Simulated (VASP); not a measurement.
Consider the following.

```
CELL_PARAMETERS angstrom
      0.00000     2.93556     2.93556
      2.93556     0.00000     2.93556
      2.93556     2.93556     0.00000
ATOMIC_POSITIONS crystal
  Cd 0.00000 0.00000 0.00000
  S  0.25000 0.25000 0.25000
```

Computed with SCAN meta-GGA, VASP's PBE PAW potentials (set 64) (plane waves; VASP). Run with 520 eV cut-off, 8×8×8 Γ-centred mesh, Gaussian smearing of 0.050 eV, potentials Cd S.

Problem. Give the energy at these volumes per atom, relative to the lowest: 23.76, 24.52, 25.28, 26.04, 26.80 Å³.

Solution. 19.8, 4.7, 0.0, 3.8, 15.0 meV/atom. A third-order Birch-Murnaghan fit gives B0 = 60.5 GPa and B0′ = 4.9.

Measured: a 5.832 Å (computed value off by +0.7 %), as given by arXiv:1206.3780. The calculation is for a static lattice, while the measured a holds thermal and zero-point effects, which are part of the difference.

The compound is CdS in the zinc blende structure, a metastable form; wurtzite is the usual one. It was relaxed first.
